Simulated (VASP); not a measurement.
Si3N4:

```
Si N
1.0
     7.60000    0.00000    0.00000
    -3.80000    6.58179    0.00000
     0.00000    0.00000    2.91000
Si N
6 8
Direct
  0.17330 0.76940 0.25000
  0.23060 0.40390 0.25000
  0.59610 0.82670 0.25000
  0.82670 0.23060 0.75000
  0.76940 0.59610 0.75000
  0.40390 0.17330 0.75000
  0.33333 0.66667 0.25000
  0.66667 0.33333 0.75000
  0.32990 0.03230 0.25000
  0.96770 0.29760 0.25000
  0.70240 0.67010 0.25000
  0.67010 0.96770 0.75000
  0.03230 0.70240 0.75000
  0.29760 0.32990 0.75000
```

The cell was built by a generator and isn't the measured one.

| Quantity | Value |
| --- | --- |
| Program | VASP 6.6.1 |
| Task | relaxation of cell and atoms |
| Functional | LDA |
| Potentials or basis | VASP PAW LDA potentials, release 64 (Si, N) |
| Cutoff | 600 eV |
| k mesh | 3 × 3 × 8 |
| Occupations | gaussian, width 0.05 eV |
| Spin | no spin polarisation |

At the start: pressure -2.9 GPa; volume 10.40 Å³/atom.

Question: How do energy, volume and symmetry change on relaxing?

Answer: Over 15 steps the energy falls by 4.5 meV/atom and the volume is 10.27 Å³/atom (-1.3 %); space group P6_3/m (No. 176, to 0.05 Å).

The path:
```csv
step,energy change (eV),largest force (eV/Å),pressure (GPa),volume (Å³)
1,0.0000,0.7494,-2.86,145.56
2,0.1365,1.4830,4.49,141.69
3,-0.0526,0.1055,-0.53,144.19
4,-0.0526,0.1108,-0.49,144.16
5,-0.0567,0.1480,0.98,143.38
6,-0.0576,0.1167,0.53,143.61
7,-0.0608,0.0476,-0.03,143.92
8,-0.0609,0.0366,-0.17,143.99
9,-0.0618,0.0485,0.00,143.88
10,-0.0619,0.0568,0.08,143.82
11,-0.0622,0.0704,0.03,143.83
12,-0.0623,0.0453,0.04,143.82
13,-0.0627,0.0300,-0.08,143.87
14,-0.0629,0.0114,-0.24,143.94
15,-0.0630,0.0054,0.13,143.71
```

Final structure:
```
Si N
1.0
     7.57532    0.00000    0.00000
    -3.78766    6.56042    0.00000
     0.00000    0.00000    2.89173
Si N
6 8
Direct
  0.17369 0.76732 0.25000
  0.23268 0.40637 0.25000
  0.59363 0.82631 0.25000
  0.82631 0.23268 0.75000
  0.76732 0.59363 0.75000
  0.40637 0.17369 0.75000
  0.33333 0.66667 0.25000
  0.66667 0.33333 0.75000
  0.33005 0.02933 0.25000
  0.97067 0.30072 0.25000
  0.69928 0.66995 0.25000
  0.66995 0.97067 0.75000
  0.02933 0.69928 0.75000
  0.30072 0.33005 0.75000
```
